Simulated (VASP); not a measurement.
Input:

```
CELL_PARAMETERS angstrom
      1.88703    -3.26843     0.00000
      1.88703     3.26843     0.00000
      0.00000     0.00000     8.15128
ATOMIC_POSITIONS crystal
  Pt 0.00000 0.00000 0.00000
  Se 0.33333 0.66667 0.16016
  Se 0.66667 0.33333 0.83984
```

Computed with revPBE GGA, VASP's PBE PAW potentials (set 64) (plane waves; VASP). Settings: 520 eV cut-off, 8×8×3 Γ-centred mesh, tetrahedra with Blöchl corrections, potentials Pt Se.

Without a dispersion term in the relaxation, distances and binding between the weakly bound layers, chains or molecules are unreliable, and so is what depends on them.

Question: Estimate the energy per atom (σ→0).

Answer: 
```json
{
 "energy per atom (σ→0)": "-4.426 eV/atom"
}
```

Only differences to runs with the same potentials and settings are physical.

The compound is PtSe2 in the 1T layered structure. It was relaxed first, which changed the volume by +64 %.
